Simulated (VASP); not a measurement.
The input files of a VASP run:

POSCAR:
```
Na2S
1
    0.0000000000     3.2998420000     3.2998420000
    3.2998420000     0.0000000000     3.2998420000
    3.2998420000     3.2998420000     0.0000000000
Na S
2 1
Direct
  0.2500000000   0.2500000000   0.2500000000
  0.7500000000   0.7500000000   0.7500000000
  0.0000000000   0.0000000000   0.0000000000
```

File KPOINTS:
```
Automatic mesh
0
Gamma
5 5 5
0.5 0.5 0.5
```

### INCAR
```
# general
SYSTEM = Na2S
PREC   = Accurate
ENCUT  = 300
LREAL  = .FALSE.
LASPH  = .TRUE.

# electronic loop
EDIFF  = 1E-6
NELM   = 100
ALGO   = Normal

# smearing
ISMEAR = 0
SIGMA  = 0.01

# functional
GGA    = PE

# ions
ISIF   = 2

# output
LWAVE  = .FALSE.
LCHARG = .FALSE.
```

POTCAR, in this order: Na_pv S (PBE.64 set). Program: vasp_std.

Task: Write an equivalent input for Quantum ESPRESSO's pw.x.

Result: One equivalent input (not run):
```
&CONTROL
  calculation = 'scf'
  pseudo_dir = './pseudo'
  outdir = './out'
  tprnfor = .true.
  tstress = .true.
/
&SYSTEM
  ibrav = 0
  nat = 3
  ntyp = 2
  ecutwfc = 88
  occupations = 'smearing'
  smearing = 'gaussian'
  degauss = 0.000735
  input_dft = 'pbe'
/
&ELECTRONS
  conv_thr = 7.3e-08
  electron_maxstep = 100
/
ATOMIC_SPECIES
  Na 22.990 Na.upf
  S 32.060 S.upf
CELL_PARAMETERS angstrom
     0.0000000    3.2998420    3.2998420
     3.2998420    0.0000000    3.2998420
     3.2998420    3.2998420    0.0000000
ATOMIC_POSITIONS crystal
  Na   0.2500000  0.2500000  0.2500000
  Na   0.7500000  0.7500000  0.7500000
  S    0.0000000  0.0000000  0.0000000
K_POINTS automatic
  5 5 5 1 1 1
```
What does not carry over: the potentials are each code's own (VASP's PAW set, PseudoDojo norm-conserving files in pw.x), so ENCUT and ecutwfc are chosen apart and not converted; conv_thr bounds pw.x's estimated SCF error, while EDIFF bounds the energy change between steps.

The structure comes from a computed database's Na2S entry; how it stands against other phases isn't given here. The cell was not relaxed at this level. The run is one of a series of settings (AEXX removed, HFRCUT removed, ISYM removed, LHFCALC removed, PRECFOCK removed against the base run), some of them coarse on purpose.
